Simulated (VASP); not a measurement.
OSZICAR of a VASP run on Ga31As33:

### OSZICAR
```
       N       E                     dE             d eps       ncg     rms          rms(c)
DAV:   1    -0.315027890719E+03   -0.31503E+03   -0.22716E+01   644   0.126E+01    0.137E+01
DAV:   2    -0.315350797240E+03   -0.32291E+00   -0.77844E-01   718   0.141E+00    0.895E+00
DAV:   3    -0.315294266061E+03    0.56531E-01   -0.13787E-01   735   0.632E-01    0.532E+00
DAV:   4    -0.315274498502E+03    0.19768E-01   -0.39315E-02   743   0.324E-01    0.304E+00
DAV:   5    -0.315266743932E+03    0.77546E-02   -0.57231E-03   727   0.133E-01    0.173E+00
DAV:   6    -0.315263889132E+03    0.28548E-02   -0.18280E-03   711   0.775E-02    0.962E-01
DAV:   7    -0.315262953544E+03    0.93559E-03   -0.61120E-04   695   0.451E-02    0.526E-01
DAV:   8    -0.315262652924E+03    0.30062E-03   -0.16598E-04   703   0.257E-02    0.286E-01
DAV:   9    -0.315262563247E+03    0.89677E-04   -0.62084E-05   687   0.169E-02    0.153E-01
DAV:  10    -0.315262542901E+03    0.20345E-04   -0.24807E-05   478   0.110E-02    0.826E-02
DAV:  11    -0.315262542234E+03    0.66725E-06   -0.12341E-05   406   0.752E-03
   1 F= -.31526254E+03 E0= -.31526254E+03  d E =-.138840E-11  mag=     1.0000
```

**Question.** Which electronic solver shows in the log?

**Answer.** It is blocked Davidson (ALGO = Normal, or the opening steps of other solvers). The INCAR had ALGO = Normal.

**Question.** How was spin treated?

**Answer.** Collinear spin (ISPIN = 2): the summary line carries one mag value, 1.00 μB in the cell.

**Question.** Can the final energy be trusted as converged?

**Answer.** The run converged. It stopped with EDIFF = 1E-5, NELM = 50 (HSE06 screened hybrid, plane waves, VASP's PBE PAW potentials (set 64)). The cell is charged, with a uniform compensating background. The supercell is sampled at Γ alone, which is coarse: total energies, pressure and levels can be off, energies of defects by several tenths of an eV.

The cell is a supercell with a defect, built from GaAs (zinc blende): As_Ga, charge +1. The cell's shape comes from a PBE relaxation. The total moment is imposed (NUPDOWN), so this need not be the lowest spin state.
